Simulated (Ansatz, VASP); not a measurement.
# Cross-check of ZrPbSO2 between VASP and Ansatz, part 3 of 3

One calculation is typed for both programs; each brings its own data sets. How far apart do they land? The cell is generated by rule, not measured, and may not be a known phase. The cell is taken from a series of runs on this material, whose earlier steps may have relaxed, scaled, displaced or heated it; both programs get it as it stands.

VASP 6.6.1 and Ansatz 0.2.0.

So far: Starting point; Ansatz: zone-centre phonons, PBEsol; VASP: zone-centre phonons, PBEsol.

## 3. VASP: zone-centre phonons, PBEsol (continued)

Level of this step: PBEsol; plane waves and PAW (Zr_sv, Pb_d, O, S); invented cell (VASP).

Numbers of over 12 decimals in the logs are rounded to 6 here.

From OUTCAR (step 3):

```text
ion  position               nearest neighbor table
   1  0.000  0.000  0.000-   3 2.05   4 2.05   3 2.05   4 2.05   5 2.64   5 2.64   2 3.89   2 3.89
                             2 3.89   2 3.89   2 3.89   2 3.89   2 3.89   2 3.89
   2  0.500  0.500  0.500-   5 2.85   5 2.85   5 2.85   5 2.85   4 3.03   3 3.03   3 3.03   4 3.03
                             1 3.89   1 3.89   1 3.89   1 3.89   1 3.89   1 3.89   1 3.89   1 3.89
   3  0.000  0.500  0.927-   1 2.05   1 2.05   2 3.03   2 3.03
   4  0.500  0.000  0.073-   1 2.05   1 2.05   2 3.03   2 3.03
   5  0.000  0.000  0.500-   1 2.64   1 2.64   2 2.85   2 2.85   2 2.85   2 2.85

  LATTYP: Found a simple tetragonal cell.
 ALAT       =     4.0356662725
 C/A-ratio  =     1.3100666889

 Subroutine GETGRP returns: Found  8 space group operations
 (whereof  8 operations were pure point group operations)

The static configuration has the point symmetry D_2d.

 Found     30 irreducible k-points:

   k-points           NKPTS =     30   k-points in BZ     NKDIM =     30   number of bands    NBANDS=     28

   dimension x,y,z NGX =    32 NGY =   32 NGZ =   42
   dimension x,y,z NGXF=    64 NGYF=   64 NGZF=   84

   ENCUT  =  600.0 eV  44.10 Ry    6.64 a.u.   8.06  8.06 10.56*2*pi/ulx,y,z

   NELECT =      44.0000    total number of electrons

 k-points in reciprocal lattice and weights: Automatic mesh
   0.00000000  0.00000000  0.00000000       0.007
   0.16666667  0.00000000  0.00000000       0.028
   0.33333333  0.00000000  0.00000000       0.028
   0.50000000  0.00000000  0.00000000       0.014
   0.16666667  0.16666667  0.00000000       0.028
   0.33333333  0.16666667  0.00000000       0.056
   0.50000000  0.16666667  0.00000000       0.028
   0.33333333  0.33333333  0.00000000       0.028
   0.50000000  0.33333333  0.00000000       0.028
[...]
0.50000000  0.33333333  0.50000000       0.028
   0.50000000  0.50000000  0.50000000       0.007

 average (electrostatic) potential at core
       1 -77.0612       2 -90.7892       3 -68.2059       4 -68.2059       5 -84.9062

  Total        0.1799007      0.1799007     -0.0078379      0.0000000      0.0000000      0.0000000
  in kB        3.3473750      3.3473750     -0.1458389      0.0000000      0.0000000      0.0000000
  external PRESSURE =       2.1829704 kB  Pullay stress =       0.0000000 kB

  energy-cutoff  :      600.00
  volume of cell :       86.11
[...]
2     0.00000    -1.56176     0.00000
    3     0.00000     0.00000    -2.33950
 ion    5
    1    -4.17059     0.00000     0.00000
    2     0.00000    -4.17059     0.00000
    3     0.00000     0.00000    -3.21834

 Eigenvectors and eigenvalues of the dynamical matrix
 ----------------------------------------------------

   1 f  =   13.781780 THz    86.593475 2PiTHz  459.710681 cm-1    56.996835 meV
             X         Y         Z           dx          dy          dz
      0.000000  0.000000  0.000000     0.216740   -0.001910    0.000000
      2.017833  2.017833  2.643496     0.007062   -0.000062   -0.000000
      0.000000  2.017833  4.902947     0.242748    0.008280   -0.000000
      2.017833  0.000000  0.384044    -0.939293   -0.002140    0.000000
      0.000000  0.000000  2.643496     0.108160   -0.000953    0.000000

   2 f  =   13.781780 THz    86.593475 2PiTHz  459.710681 cm-1    56.996835 meV
             X         Y         Z           dx          dy          dz
      0.000000  0.000000  0.000000    -0.001910   -0.216740    0.000000
      2.017833  2.017833  2.643496    -0.000062   -0.007062   -0.000000
      0.000000  2.017833  4.902947    -0.002140    0.939293    0.000000
      2.017833  0.000000  0.384044     0.008280   -0.242748    0.000000
      0.000000  0.000000  2.643496    -0.000953   -0.108160    0.000000

   3 f  =    9.753685 THz    61.284210 2PiTHz  325.347912 cm-1    40.337982 meV
             X         Y         Z           dx          dy          dz
      0.000000  0.000000  0.000000    -0.000000   -0.000000    0.025573
      2.017833  2.017833  2.643496    -0.000000   -0.000000   -0.044744
      0.000000  2.017833  4.902947    -0.000000    0.000000   -0.472778
      2.017833  0.000000  0.384044     0.000000   -0.000000   -0.472778
      0.000000  0.000000  2.643496     0.000000    0.000000    0.741826

   4 f  =    7.939655 THz    49.886322 2PiTHz  264.838373 cm-1    32.835759 meV
             X         Y         Z           dx          dy          dz
      0.000000  0.000000  0.000000     0.000000   -0.000000   -0.000000
      2.017833  2.017833  2.643496    -0.000000    0.000000   -0.000000
      0.000000  2.017833  4.902947    -0.000000    0.000000   -0.707107
      2.017833  0.000000  0.384044    -0.000000    0.000000    0.707107
      0.000000  0.000000  2.643496     0.000000   -0.000000    0.000000

   5 f  =    7.528099 THz    47.300441 2PiTHz  251.110352 cm-1    31.133702 meV
             X         Y         Z           dx          dy          dz
      0.000000  0.000000  0.000000    -0.000000   -0.000000    0.733234
      2.017833  2.017833  2.643496    -0.000000   -0.000000   -0.111165
      0.000000  2.017833  4.902947    -0.000000    0.000000   -0.340884
      2.017833  0.000000  0.384044     0.000000   -0.000000   -0.340884
      0.000000  0.000000  2.643496     0.000000    0.000000   -0.466483

   6 f  =    5.465208 THz    34.338916 2PiTHz  182.299721 cm-1    22.602275 meV
             X         Y         Z           dx          dy          dz
      0.000000  0.000000  0.000000     0.095614   -0.377881    0.000000
      2.017833  2.017833  2.643496    -0.056527    0.223402   -0.000000
      0.000000  2.017833  4.902947    -0.182994    0.047152    0.000000
      2.017833  0.000000  0.384044    -0.011931    0.723217   -0.000000
      0.000000  0.000000  2.643496     0.119181   -0.471021    0.000000

   7 f  =    5.465208 THz    34.338916 2PiTHz  182.299721 cm-1    22.602275 meV
             X         Y         Z           dx          dy          dz
      0.000000  0.000000  0.000000     0.377881    0.095614    0.000000
      2.017833  2.017833  2.643496    -0.223402   -0.056527    0.000000
      0.000000  2.017833  4.902947    -0.723217   -0.011931    0.000000
      2.017833  0.000000  0.384044    -0.047152   -0.182994   -0.000000
      0.000000  0.000000  2.643496     0.471021    0.119181   -0.000000

   8 f  =    4.786601 THz    30.075103 2PiTHz  159.663835 cm-1    19.795784 meV
             X         Y         Z           dx          dy          dz
      0.000000  0.000000  0.000000     0.448069    0.165015   -0.000000
      2.017833  2.017833  2.643496     0.100128    0.036875   -0.000000
      0.000000  2.017833  4.902947    -0.289959   -0.021603   -0.000000
      2.017833  0.000000  0.384044    -0.058659   -0.106786    0.000000
      0.000000  0.000000  2.643496    -0.763059   -0.281021    0.000000

   9 f  =    4.786601 THz    30.075103 2PiTHz  159.663835 cm-1    19.795784 meV
             X         Y         Z           dx          dy          dz
      0.000000  0.000000  0.000000     0.165015   -0.448069   -0.000000
      2.017833  2.017833  2.643496     0.036875   -0.100128    0.000000
      0.000000  2.017833  4.902947    -0.106786    0.058659   -0.000000
      2.017833  0.000000  0.384044    -0.021603    0.289959   -0.000000
      0.000000  0.000000  2.643496    -0.281021    0.763059   -0.000000

  10 f  =    0.920134 THz     5.781375 2PiTHz   30.692381 cm-1     3.805369 meV
             X         Y         Z           dx          dy          dz
      0.000000  0.000000  0.000000     0.136783   -0.556006    0.000000
      2.017833  2.017833  2.643496    -0.142032    0.577346   -0.000000
      0.000000  2.017833  4.902947     0.118882   -0.254320    0.000000
      2.017833  0.000000  0.384044     0.062565   -0.483242   -0.000000
      0.000000  0.000000  2.643496     0.011697   -0.047548    0.000000

  11 f  =    0.920134 THz     5.781375 2PiTHz   30.692381 cm-1     3.805369 meV
             X         Y         Z           dx          dy          dz
      0.000000  0.000000  0.000000     0.556006    0.136783    0.000000
      2.017833  2.017833  2.643496    -0.577346   -0.142032    0.000000
      0.000000  2.017833  4.902947     0.483242    0.062565    0.000000
      2.017833  0.000000  0.384044     0.254320    0.118882   -0.000000
      0.000000  0.000000  2.643496     0.047548    0.011697    0.000000

  12 f/i=    0.012698 THz     0.079781 2PiTHz    0.423547 cm-1     0.052513 meV
             X         Y         Z           dx          dy          dz
      0.000000  0.000000  0.000000    -0.456126    0.192836   -0.000000
      2.017833  2.017833  2.643496    -0.702649    0.297058   -0.000000
      0.000000  2.017833  4.902947    -0.187419    0.080554   -0.000000
      2.017833  0.000000  0.384044    -0.190540    0.079235   -0.000000
      0.000000  0.000000  2.643496    -0.274172    0.115912   -0.000000

  13 f/i=    0.012698 THz     0.079781 2PiTHz    0.423547 cm-1     0.052513 meV
             X         Y         Z           dx          dy          dz
      0.000000  0.000000  0.000000     0.192836    0.456126   -0.000000
      2.017833  2.017833  2.643496     0.297058    0.702649   -0.000000
      0.000000  2.017833  4.902947     0.079235    0.190540   -0.000000
      2.017833  0.000000  0.384044     0.080554    0.187419   -0.000000
      0.000000  0.000000  2.643496     0.115912    0.274172   -0.000000

  14 f/i=    0.014011 THz     0.088033 2PiTHz    0.467353 cm-1     0.057944 meV
             X         Y         Z           dx          dy          dz
      0.000000  0.000000  0.000000    -0.000000    0.000000    0.498412
      2.017833  2.017833  2.643496    -0.000000    0.000000    0.758928
      0.000000  2.017833  4.902947    -0.000000    0.000000    0.209774
      2.017833  0.000000  0.384044    -0.000000    0.000000    0.209774
      0.000000  0.000000  2.643496    -0.000000    0.000000    0.295979

  15 f/i=    2.186291 THz    13.736871 2PiTHz   72.926816 cm-1     9.041769 meV
             X         Y         Z           dx          dy          dz
      0.000000  0.000000  0.000000     0.000000    0.000000    0.461843
      2.017833  2.017833  2.643496     0.000000    0.000000   -0.640054
      0.000000  2.017833  4.902947     0.000000    0.000000    0.340989
      2.017833  0.000000  0.384044     0.000000    0.000000    0.340989
      0.000000  0.000000  2.643496     0.000000    0.000000    0.380111

 MACROSCOPIC STATIC DIELECTRIC TENSOR IONIC CONTRIBUTION
 ------------------------------------------------------
         163.066326    -0.000000     0.000000
          -0.000000   163.066326     0.000000
           0.000000     0.000000     5.934442
 ------------------------------------------------------

 ELASTIC MODULI CONTR FROM IONIC RELAXATION (kBar)
 Direction    XX          YY          ZZ          XY          YZ          ZX
 --------------------------------------------------------------------------------
 XX        -664.3697   -204.1622     85.4305      0.0000     -0.0000     -0.0000
 YY        -204.1622   -664.3697     85.4305      0.0000     -0.0000     -0.0000
 ZZ          85.4305     85.4305    -16.8062      0.0000      0.0000      0.0000
 XY           0.0000      0.0000      0.0000      0.0000      0.0000      0.0000
 YZ          -0.0000     -0.0000      0.0000      0.0000  -1584.0908     -0.0000
 ZX          -0.0000     -0.0000      0.0000      0.0000     -0.0000  -1731.2984
 --------------------------------------------------------------------------------

 PIEZOELECTRIC TENSOR IONIC CONTR  for field in x, y, z        (C/m^2)
          XX          YY          ZZ          XY          YZ          ZX
  --------------------------------------------------------------------------------
  x    -0.00000    -0.00000     0.00000     0.00000    -0.00000   -13.48368
  y     0.00000     0.00000    -0.00000     0.00000    12.74291     0.00000
  z     1.04798    -1.04798    -0.00000     0.00000     0.00000    -0.00000
```

With imaginary modes the cell is no minimum, so the ionic parts of its dielectric, piezoelectric and elastic tensors have no meaning.

## 4. Differences

Known differences besides the potentials themselves: fixed occupations in Ansatz, narrow Gaussian smearing in VASP; VASP's response is taken on the typed mesh, Ansatz refines its own for the field response alone; the cutoff is 1142.88 eV in Ansatz and 600 eV in VASP. Total energies have different zeros and are not compared.

Both answers:

| quantity | Ansatz | VASP | difference |
| --- | --- | --- | --- |
| ε∞ xx | 11.43 | 12.52 | -8.69 % |
| ε∞ yy | 11.43 | 12.52 | -8.69 % |
| ε∞ zz | 6.84 | 7.17 | -4.66 % |
| Born charge of Zr1 (mean of the diagonal) (e) | 5.94 | 6.03 | -0.08 |
| Born charge of Pb2 (mean of the diagonal) (e) | 4.37 | 4.37 | 0.00 |
| Born charge of O3 (mean of the diagonal) (e) | -3.29 | -3.27 | -0.02 |
| Born charge of S5 (mean of the diagonal) (e) | -3.73 | -3.85 | +0.12 |
| optical mode 1 (imaginary, printed as negative) (cm⁻¹) | -73.4 | -72.9 | -0.5 |
| optical mode 2 to 3 (cm⁻¹) | 30.2 | 30.7 | -0.5 |
| optical mode 4 to 5 (cm⁻¹) | 158.4 | 159.7 | -0.81 % |
| optical mode 6 to 7 (cm⁻¹) | 181.8 | 182.3 | -0.27 % |
| optical mode 8 (cm⁻¹) | 250.9 | 251.1 | -0.09 % |
| optical mode 9 (cm⁻¹) | 264.6 | 264.8 | -0.09 % |
| optical mode 10 (cm⁻¹) | 325.4 | 325.3 | +0.01 % |
| optical mode 11 to 12 (cm⁻¹) | 448.6 | 459.7 | -2.41 % |

Modes are paired by rising frequency, not by their patterns, so a pair may set unlike modes beside each other; they are those without the splitting of longitudinal modes.

## 5. Summary of results

| Property | Result |
| --- | --- |
| difference in ε∞ xx (zone-centre phonons, PBEsol) | -8.7 % |

**Reading.** The difference in ε∞ xx is -8.7 % (zone-centre phonons, PBEsol), beyond the 5 % picked in this series as the mark of a large difference. What causes the difference of the zone-centre phonons, PBEsol pair stays open here. Such differences can come from data sets, numerical settings and the points named under the comparisons, not from the functional's error against experiment.

[Lines on the potential files, build, host, timing and source positions are cut from VASP's logs without a mark.]

[Logs are printed without paths, hosts, clocks, repeated set-up lines and the standing remarks that a program may print on its own settings, such as how far it seeks lower states.]

[Hosts, paths, dates, database ids (printed as entryN), source tags and the programs' standing remarks are cut or masked in the printed files.]
